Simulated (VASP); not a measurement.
Method: r2SCAN meta-GGA, VASP's PBE PAW potentials (set 64) (plane waves; VASP 6.6.1).

A VASP calculation is set up with these files.

File KPOINTS_OPT:
```
k-points along high-symmetry lines
7
Line-mode
Reciprocal
  0.000000   0.000000   0.000000 ! GAMMA
  0.000000   0.000000   0.500000 ! X

  0.000000   0.000000   0.500000 ! X
 -0.500000   0.500000   0.500000 ! M

 -0.500000   0.500000   0.500000 ! M
  0.000000   0.000000   0.000000 ! GAMMA

  0.000000   0.000000   0.000000 ! GAMMA
  0.470430   0.470430  -0.470430 ! Z

 -0.470430   0.529570   0.470430 ! Z_0
 -0.500000   0.500000   0.500000 ! M

  0.000000   0.000000   0.500000 ! X
  0.250000   0.250000   0.250000 ! P

  0.250000   0.250000   0.250000 ! P
  0.000000   0.500000   0.000000 ! N

  0.000000   0.500000   0.000000 ! N
  0.000000   0.000000   0.000000 ! GAMMA
```

File POSCAR:
```
Cu
1
   -1.4400164266     1.4400164266     1.3791415185
    1.4400164266    -1.4400164266     1.3791415185
    1.4400164266     1.4400164266    -1.3791415185
Cu
1
Direct
  0.0000000000   0.0000000000   0.0000000000
```

**KPOINTS**
```
Automatic mesh
0
Gamma
 20 20 20
0 0 0
```

### INCAR
```
# general
SYSTEM  = Cu
PREC    = Accurate
ENCUT   = 400   # plane-wave cut-off (eV)
LREAL   = .False.   # projection in real space or not
LASPH   = .True.   # aspherical one-centre terms

# electronic loop
EDIFF   = 1E-7
NELM    = 100
ALGO    = Normal   # blocked Davidson
LMAXMIX = 4
LMIXTAU = .True.

# smearing
ISMEAR  = -5   # tetrahedra, Bloechl

# functional
METAGGA = R2SCAN

# ions
ISIF    = 2   # forces and stress, cell fixed

# output
LWAVE   = .False.
LCHARG  = .False.
LORBIT  = 11
NEDOS   = 601   # DOS grid
```

POTCAR, in this order: Cu (PBE.64 set). Program: vasp_std.

Output of the run:

**OSZICAR**
```
       N       E                     dE             d eps       ncg     rms          rms(c)
DAV:   1     0.231563752766E+02    0.23156E+02   -0.50132E+03 11972   0.174E+03
DAV:   2    -0.129257152362E+02   -0.36082E+02   -0.34204E+02 11676   0.188E+02
DAV:   3    -0.133195561907E+02   -0.39384E+00   -0.39326E+00 13261   0.283E+01
DAV:   4    -0.133228234255E+02   -0.32672E-02   -0.32670E-02 13352   0.229E+00
DAV:   5    -0.133228750139E+02   -0.51588E-04   -0.51587E-04 12949   0.246E-01    0.773E+00
DAV:   6    -0.113687105125E+02    0.19542E+01   -0.27019E+01 12250   0.125E+02    0.561E+00
DAV:   7    -0.108019396252E+02    0.56677E+00   -0.56460E+00 12334   0.542E+01    0.578E-01
DAV:   8    -0.107955838092E+02    0.63558E-02   -0.10434E-01 13233   0.733E+00    0.904E-01
DAV:   9    -0.107913368716E+02    0.42469E-02   -0.16209E-01 14216   0.909E+00    0.132E-01
DAV:  10    -0.107916756931E+02   -0.33882E-03   -0.93080E-04 12098   0.609E-01    0.111E-01
DAV:  11    -0.107916058621E+02    0.69831E-04   -0.48357E-04 16521   0.424E-01    0.443E-02
DAV:  12    -0.107916077057E+02   -0.18436E-05   -0.31896E-04 12318   0.361E-01    0.128E-02
DAV:  13    -0.107916254128E+02   -0.17707E-04   -0.77686E-05 12167   0.138E-01    0.834E-03
DAV:  14    -0.107916303379E+02   -0.49251E-05   -0.49888E-06 12834   0.416E-02    0.172E-03
DAV:  15    -0.107916254217E+02    0.49162E-05   -0.42279E-07 11801   0.142E-02    0.465E-04
DAV:  16    -0.107916276485E+02   -0.22268E-05   -0.72577E-08  6397   0.369E-03    0.634E-05
DAV:  17    -0.107916264929E+02    0.11557E-05   -0.10182E-08  5838   0.212E-03    0.376E-05
DAV:  18    -0.107916267014E+02   -0.20850E-06   -0.19225E-09  5813   0.879E-04    0.357E-05
DAV:  19    -0.107916266380E+02    0.63366E-07   -0.45578E-10  5809   0.423E-04
   1 F= -.10791627E+02 E0= -.10791627E+02  d E =0.000000E+00
       N       E                     dE             ncg
```

**OUTCAR**
```
------------------------ aborting loop because EDIFF is reached ----------------------------------------
  FORCE on cell =-STRESS in cart. coord.  units (eV):
  Direction    XX          YY          ZZ          XY          YZ          ZX
  --------------------------------------------------------------------------------------
  Total        0.0123169      0.0123169      0.0066619      0.0000000      0.0000000      0.0000000
  in kB        1.7250746      1.7250746      0.9330541      0.0000000      0.0000000      0.0000000
  external PRESSURE =       1.4610678 kB  Pullay stress =       0.0000000 kB
  volume of cell :       11.44
      direct lattice vectors                 reciprocal lattice vectors
    -1.440016427  1.440016427  1.379141518     0.000000000  0.347218261  0.362544375
     1.440016427 -1.440016427  1.379141518     0.347218261  0.000000000  0.362544375
     1.440016427  1.440016427 -1.379141518     0.347218261  0.347218261  0.000000000
 POSITION                                       TOTAL-FORCE (eV/Angst)
 -----------------------------------------------------------------------------------
      0.00000      0.00000      0.00000        -0.000000      0.000000      0.000000
 -----------------------------------------------------------------------------------
    total drift:                                0.000000     -0.000000     -0.000000
  FREE ENERGIE OF THE ION-ELECTRON SYSTEM (eV)
  ---------------------------------------------------
  free  energy   TOTEN  =       -10.7916266380 eV

  energy  without entropy=      -10.7916266380  energy(sigma->0) =      -10.79162664

 total charge

# of ion       s       p       d       tot
------------------------------------------
    1        0.466   0.424   9.196  10.087
```
(Selected blocks of OUTCAR.)

For a metal the tetrahedron method with Blöchl corrections gives inexact stress and forces.

The structure comes from a computed database's Cu entry (I4/mmm); how it stands against other phases isn't given here. It was relaxed first.
